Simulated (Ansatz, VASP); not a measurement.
## Cross-check of InP between VASP and Ansatz

Wanted: the spread between two codes on one cell, functional and k mesh. The cell is taken from a series of runs on this material, whose earlier steps may have relaxed, scaled, displaced or heated it; both programs get it as it stands.

Method: plane waves, with VASP 6.6.1 beside it; zone-centre phonons at PBE, in Ansatz 0.2.0.

In doubt: the program warns that the response may not be converged on this k-mesh, which bears on the force constants and all frequencies.

## Step 1: Starting point

Symmetry: F-43m, No. 216, cubic system. Conventional cell: a = 5.796 Å, b = 5.796 Å, c = 5.796 Å, α = 90.00°, β = 90.00°, γ = 90.00°. P has 4 In at 2.51 Å nearest. Nearest to In lie 4 P at 2.51 Å. Farther neighbours are not listed.

## Step 2: Ansatz: zone-centre phonons, PBE

Ansatz runs on its PAW soft_1 files.

Second derivatives magnify differences that forces hide, and they need a tight electronic threshold.

Contents of input.yaml:

```yaml
crystal:
  lattice:
    - [0.0, 2.8981783867, 2.8981783867]
    - [2.8981783867, 0.0, 2.8981783867]
    - [2.8981783867, 2.8981783867, 0.0]
  atoms:
    - { symbol: P, position: [0.75, 0.75, 0.75] }
    - { symbol: In, position: [0.0, 0.0, 0.0] }
kpoints:
  mp_grid: { grid: [20, 20, 20] }
hamiltonian:
  xc: pbe
  pseudopotentials: { kind: paw, azcp: { folder: soft_1 } }
scf:
  occupations: { method: fixed }
output:
  eigenvalues: true
phonons:
  method: dfpt
  dielectric: true
  rigid_motions: translations
```

Started as:

```sh
$ ansatz run input.yaml --threads 4 --pin off --max-ram 10240MiB --backend cpu --events-out ev --progress --plain --runs-dir out
```

Numbers of over 12 decimals in the logs are rounded to 6 here.

Output:

```text
Engine: ansatz 0.2.0, aarch64-unknown-linux-gnu
Pseudopotentials: kind: paw
Pseudopotential: P, paw, valence charge 5, recommended cutoff 420 eV (normal), soft_1/P.paw.azcp
Pseudopotential: In, paw, valence charge 13, recommended cutoff 420 eV (normal), soft_1/In.paw.azcp
Functional definition: PBE
  parameter kappa = 0.804
  parameter beta = 0.066725
  exchange = pbe_x(kappa = kappa, mu = beta*pi^2/3)
  correlation = pbe_c(beta = beta)
Crystal: 2 atoms, lattice volume = 48.686 Å³
Basis set: ecut = 420 eV, 941 PW (Γ), exchange–correlation on 60×60×60 points (8 copies of the dense FFT grid, shifted against one another)
Bands: 13, of which v1, the nominal top of the filled ones, is band 9 counted from 1 (8 counted from 0)
Symmetry: 24 space group operations
k-points: 1166 of 8000 (irreducible under 4 space group operations, time reversal used)
Non-local potential: P, projectors of the file, l = 0: 2, l = 1: 2, l = 2: 1
Non-local potential: In, projectors of the file, l = 0: 2, l = 1: 2, l = 2: 2, l = 3: 1
PAW form: soft (Blöchl's): semilocal exchange-correlation on the pseudo side does not see the compensation charge
PAW one-centre angular grid: P, 110 points (default); XC on 64 Gauss nodes
PAW one-centre angular grid: In, 590 points (default); XC on 64 Gauss nodes
Initial density: superposition of atomic densities (chi_scale 0.1, normalization cell, long waves kept (reshape's long-wave potential 0.00 eV rms))
Initial wavefunctions: pseudopotential atomic-orbital guess
Functional: x = pbe(κ = 0.804, μ = 0.219515), c = pbe(β = 0.066725)
SCF iter   1: F=—  HF=-6354.242798 eV  |F-HF|=—  |Δ(HF+E_count)|=         —  Δρ=3.61e-2  dr2=9.05e-1  ethr=3.10e-3  ⟨swp⟩=5.0  Hψ=81944  notcnv=0  defer=2206
preconditioner: auto → none  [insulator: Δε(μ)=1.173 eV  Ē_g=14.627 eV  n_scr=14 (ndim 8)  ℏωp=22.6 eV  f_vac=0.000  ε∞_Penn≈3.4]
SCF iter   2: F=—  HF=-6354.010582 eV  |F-HF|=—  |Δ(HF+E_count)|=   2.32e-1  Δρ=1.62e-2  dr2=8.76e-2  ethr=3.10e-3  ⟨swp⟩=3.3  Hψ=33195  notcnv=0  defer=2225
SCF iter   3: F=—  HF=-6354.002865 eV  |F-HF|=—  |Δ(HF+E_count)|=   7.72e-3  Δρ=6.47e-3  dr2=1.41e-2  ethr=4.87e-4  ⟨swp⟩=2.6  Hψ=23931  notcnv=0  defer=2296
SCF iter   4: F=—  HF=-6354.003270 eV  |F-HF|=—  |Δ(HF+E_count)|=   4.05e-4  Δρ=1.11e-3  dr2=4.20e-4  ethr=7.83e-5  ⟨swp⟩=3.8  Hψ=29057  notcnv=0  defer=2312
SCF iter   5: F=—  HF=-6354.003164 eV  |F-HF|=—  |Δ(HF+E_count)|=   1.05e-4  Δρ=2.28e-4  dr2=1.17e-5  ethr=2.33e-6  ⟨swp⟩=2.0  Hψ=28000  notcnv=0  defer=2316
SCF iter   6: F=—  HF=-6354.003176 eV  |F-HF|=—  |Δ(HF+E_count)|=   1.17e-5  Δρ=2.34e-5  dr2=1.90e-7  ethr=6.52e-8  ⟨swp⟩=2.3  Hψ=22237  notcnv=0  defer=2066
SCF iter   7: F=—  HF=-6354.003175 eV  |F-HF|=—  |Δ(HF+E_count)|=   5.16e-7  Δρ=2.90e-6  dr2=4.58e-9  ethr=1.06e-9  ⟨swp⟩=2.0  Hψ=25637  notcnv=0  defer=1331
SCF iter   8: F=-6354.003175 eV  HF=-6354.003175 eV  |F-HF|=2.00e-11  |Δ(HF+E_count)|=   1.71e-9  Δρ=3.76e-7  dr2=6.54e-11  ethr=1.00e-12  ⟨swp⟩=9.7  Hψ=123736  notcnv=0
SCF 1 converged in 8 iterations: F = -6354.003175 eV  dr2 = 6.54e-11
  greatest PAW one-centre occupation: 0.981 electrons in one spin orbital (limit 2), on the In atom at site 1 (counted from 0), in its partial waves of l = 2
NSCF: frozen V_eff on 1 k-points
DFPT response loops at Γ: preconditioner auto → none (the input reference at scf.mixing.eps_inf says where Resta's filter doesn't serve); β = 0.50; Broyden in place of MSR1
── the response to a field inside a basis, on 20×20×20 k-points: an SCF that follows is theirs, and a resumed run solves both again ──
Bands: 10, of which v1, the nominal top of the filled ones, is band 9 counted from 1 (8 counted from 0)
k-points: 770 of 8000 (irreducible under 6 space group operations, time reversal used)
Initial density: handed on by an earlier stage of this run
Initial wavefunctions: pseudopotential atomic-orbital guess (no wavefunctions were taken with the density)
Eigensolver: Dense (770 Hₖ)
SCF iter   1: F=—  HF=-6354.000537 eV  |F-HF|=—  |Δ(HF+E_count)|=         —  Δρ=1.24e-4  dr2=1.22e-6  ethr=1.00e-1
preconditioner: auto → none  [insulator: Δε(μ)=1.010 eV  Ē_g=12.732 eV  n_scr=14 (ndim 8)  ℏωp=22.6 eV  f_vac=0.010  ε∞_Penn≈4.1]
SCF iter   2: F=—  HF=-6354.000538 eV  |F-HF|=—  |Δ(HF+E_count)|=   1.46e-6  Δρ=6.13e-5  dr2=3.76e-7  ethr=6.78e-9
SCF iter   3: F=-6354.000539 eV  HF=-6354.000539 eV  |F-HF|=3.07e-8  |Δ(HF+E_count)|=   6.99e-7  Δρ=1.23e-5  dr2=4.89e-8  ethr=2.09e-9
SCF 1 converged in 3 iterations: F = -6354.000539 eV  dr2 = 4.89e-8
DFPT response loops at Γ: mixed as the last ones told, above
WARN: field response: ε∞ stands inside a basis, on 20×20×20 points; the force constants stand on the 20×20×20 k-mesh, whose period is 13.49 times the interband length at k = (0.0000, 0.0000, 0.0000), direct gap 0.895 eV, under 14: take them and everything formed from them as unconverged, and compare with a denser kpoints.mp_grid
SCF converged after 8 iterations
Free energy (F): -6354.003175 eV
Harris-Foulkes:  -6354.003175 eV  (|F-HF|=2.00e-11)
Internal energy: -6354.003175 eV  (E = F + TS)
E sigma→0 (E₀):  -6354.003175 eV
Fermi energy:    7.461127 eV
--- Per-component energies (eV) ---
  E_band       = -45.194165
  E_kinetic    = 289.078883
  E_local      = -1310.993534  (includes V_loc(G=0)·N_el)
  E_nonlocal   = 359.775867
  E_hartree    = 527.077143
  E_xc         = -216.045868
  E_vxc        = -150.750887  (∫ρ·V_xc dr)
  E_paw        = -4768.573720  (= ΣΔE_a)
  E_vpaw       = -286.458925  (= ΣTr[D̂ρ^β])
  E_aug_tail   = 0.000153  (compensation charges beyond the density's cutoff)
  E_ewald      = -1234.322100
  E_smearing   = -0.000000  (= −TS)
  E_closure    = 0.000000  (closes the sum)
  Σ components = -6354.003175   (vs F -6354.003175, Δ=0.00e0)
--- Band table (eV; the first three rows and the last of 1166) ---
  k-point 0: bands = [... 5 lower, -4.2891, 7.4611, 7.4611, 7.4611, 8.3560, 11.5476, 11.5476, 11.5476]
  k-point 1: bands = [... 5 lower, -4.2585, 7.0428, 7.4262, 7.4262, 8.6797, 11.5558, 11.6000, 11.6000]
  k-point 2: bands = [... 5 lower, -4.1677, 6.3165, 7.3296, 7.3296, 9.1021, 11.6334, 11.7427, 11.7427]
  k-point 1165: bands = [... 5 lower, -1.6683, 1.7250, 4.3679, 4.3981, 11.7519, 11.9745, 13.1109, 13.6618]
--- Phonons (Γ-DFPT): 2 representative perturbations + reference, on 1166 of 8000 k-points (Σ response iterations 6) ---
  k mesh reduced under 4 symmetry operations, with k and −k counted as one. Each operation leaves every solved perturbation unchanged. A smaller set is not considered because the run solves the response to a homogeneous field
  ASR residual: 9.636e-5 → 0.000e0 eV/Å²; symmetrization residual: 3.623e-6 eV/Å²
  ASR residual per site (eV/Å²): 9.64e-5 5.82e-5
  Γ frequencies (cm⁻¹): 0.00 0.00 0.00 316.82 316.82 316.82
  ε∞ (high-frequency dielectric tensor):
       10.480690     0.000000    -0.000000
        0.000000    10.480690     0.000000
       -0.000000     0.000000    10.480690
  ε⁰ (static dielectric tensor: ions relaxed, cell fixed):
       13.017283     0.000000    -0.000000
        0.000000    13.017283    -0.000000
       -0.000000    -0.000000    13.017283
  ε⁰ − ε∞ (ionic part):
        2.536592    -0.000000    -0.000000
       -0.000000     2.536592    -0.000000
       -0.000000    -0.000000     2.536592
  softest optical mode at Γ: 316.82 cm⁻¹; the repairs (sum rule, projections) moved no ω² at Γ by more than (1.02 cm⁻¹)²
  Born effective charges Z* (e; rows j = field, columns β = displacement):
    site 0:
        -2.47892   -0.00000    0.00000
         0.00000   -2.47892   -0.00000
         0.00000   -0.00000   -2.47892
    site 1:
         2.47892    0.00000   -0.00000
        -0.00000    2.47892    0.00000
        -0.00000    0.00000    2.47892
  Z* charge neutrality: 4.304e-4 e pre-enforcement
  solved inside a basis spanned on kpoints, on 20×20×20 k-points, its susceptibility summed on 24×24×24: ε∞ is read to err by 3.5e-2, Z* by 1.4e-2 e (field_mesh: kpoints solves on kpoints); Z* is corrected for what the basis lacks
  optical modes at Γ without the LO–TO term, one row a degenerate level:
      ω (cm⁻¹)  modes    IR ((D/Å)²/amu)
        316.82      3            17.4356
  optical modes at Γ + LO–TO along q̂ = [1.0000, 0.0000, 0.0000]:
      ω (cm⁻¹)  modes    IR ((D/Å)²/amu)
        316.82      2            11.6237
        353.08      1             5.8119
  optical modes at Γ + LO–TO along q̂ = [0.0000, 1.0000, 0.0000]:
      ω (cm⁻¹)  modes    IR ((D/Å)²/amu)
        316.82      2            11.6237
        353.08      1             5.8119
  optical modes at Γ + LO–TO along q̂ = [0.0000, 0.0000, 1.0000]:
      ω (cm⁻¹)  modes    IR ((D/Å)²/amu)
        316.82      2            11.6237
        353.08      1             5.8119
```

In the SCF lines HF is the Harris–Foulkes energy and dr2 the Hartree energy of the density residual, in eV; the loop may stop once dr2 is under the threshold and the program's other checks hold. Hψ counts applications of the Hamiltonian.

[end of part 1 of 2]

[Lines on the potential files, build, host, timing and source positions are cut from VASP's logs without a mark.]

[Logs are printed without paths, hosts, clocks, repeated set-up lines and the standing remarks that a program may print on its own settings, such as how far it seeks lower states.]

[Hosts, paths, dates, database ids (printed as entryN), source tags and the programs' standing remarks are cut or masked in the printed files.]
